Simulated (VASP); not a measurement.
Set up this calculation in VASP 6.6.1, as the native input.

* Task: band structure
* Functional: TB-mBJ
* Potentials or basis: VASP PAW PBE potentials, release 64 (Pd, B)
* Cutoff: 520 eV
* k mesh: 7 × 5 × 4
* Occupations: fermi-dirac, width 0.05 eV
* Spin: no spin polarisation
* Further INCAR settings: ALGO = Normal; EDIFF = 1e-06; NBANDS = 30

Crystal: BPd4.

```
CELL_PARAMETERS angstrom
2.89203 0.00000 0.00000
0.00000 4.36501 0.00000
0.00000 0.00000 5.85632
ATOMIC_POSITIONS crystal
Pd 0.50000 0.00000 0.19758
Pd 0.00000 0.00000 0.61947
Pd 0.00000 0.50000 0.32916
Pd 0.50000 0.50000 0.86756
B 0.50000 0.00000 0.86323
```

The cell comes from a database or a generator and needn't be the stable form of this composition.

The input as run:

POSCAR

```
BPd4
1.0
    2.8920299704      0.0000000000      0.0000000000
    0.0000000000      4.3650077954      0.0000000000
    0.0000000000      0.0000000000      5.8563150000
Pd B
4 1
Direct
    0.5000000000      0.0000000000      0.1975780000
    0.0000000000      0.0000000000      0.6194700000
    0.0000000000      0.5000000000      0.3291640000
    0.5000000000      0.5000000000      0.8675610000
    0.5000000000      0.0000000000      0.8632270000
```

INCAR.step1

```
SYSTEM = BPd4
  PREC = Accurate
  ENCUT = 520
  EDIFF = 1E-5
  ISMEAR = -1
  SIGMA = 0.05
  LREAL = .FALSE.
  LASPH = .TRUE.
  NELM = 100
  ALGO = Normal
  ISIF = 2
  LWAVE = .TRUE.
  LCHARG = .FALSE.
  LMAXMIX = 4
  NBANDS = 30
  GGA = PE
```

INCAR.step2

```
SYSTEM = BPd4
  PREC = Accurate
  ENCUT = 520
  EDIFF = 1E-6
  ISMEAR = -1
  SIGMA = 0.05
  LREAL = .FALSE.
  LASPH = .TRUE.
  NELM = 100
  ALGO = Normal
  ISIF = 2
  LWAVE = .FALSE.
  LCHARG = .FALSE.
  LMAXMIX = 4
  METAGGA = MBJ
  NBANDS = 30
  ISTART = 1
```

KPOINTS

```
regular mesh
0
G
  7 5 4
  0 0 0
```

KPOINTS_OPT

```
path GXSYGZURTZ,YT,UX,SR
10
line-mode
reciprocal
 0.0000000000  0.0000000000  0.0000000000  G
 0.5000000000  0.0000000000  0.0000000000  X

 0.5000000000  0.0000000000  0.0000000000  X
 0.5000000000  0.5000000000  0.0000000000  S

 0.5000000000  0.5000000000  0.0000000000  S
 0.0000000000  0.5000000000  0.0000000000  Y

 0.0000000000  0.5000000000  0.0000000000  Y
 0.0000000000  0.0000000000  0.0000000000  G

 0.0000000000  0.0000000000  0.0000000000  G
 0.0000000000  0.0000000000  0.5000000000  Z

 0.0000000000  0.0000000000  0.5000000000  Z
 0.5000000000  0.0000000000  0.5000000000  U

 0.5000000000  0.0000000000  0.5000000000  U
 0.5000000000  0.5000000000  0.5000000000  R

 0.5000000000  0.5000000000  0.5000000000  R
 0.0000000000  0.5000000000  0.5000000000  T

 0.0000000000  0.5000000000  0.5000000000  T
 0.0000000000  0.0000000000  0.5000000000  Z

 0.0000000000  0.5000000000  0.0000000000  Y
 0.0000000000  0.5000000000  0.5000000000  T

 0.5000000000  0.0000000000  0.5000000000  U
 0.5000000000  0.0000000000  0.0000000000  X

 0.5000000000  0.5000000000  0.0000000000  S
 0.5000000000  0.5000000000  0.5000000000  R
```

Potentials or basis: VASP PAW PBE potentials, release 64 (Pd, B).

Launch:

```bash
$ cat potpaw_PBE.64/Pd/POTCAR potpaw_PBE.64/B/POTCAR > POTCAR
$ cp INCAR.step1 INCAR
$ mpirun -np 1 vasp_std > vasp.out
$ cp INCAR.step2 INCAR
$ mpirun -np 1 vasp_std > vasp.out
```

Results of the run:

The band gap along the path is none (metal or under the smearing width).

Run time: 5.5 min on 1 thread of Intel(R) Xeon(R) Platinum 8488C (Sapphire Rapids), with other jobs on the host, peak memory 0.25 GiB.
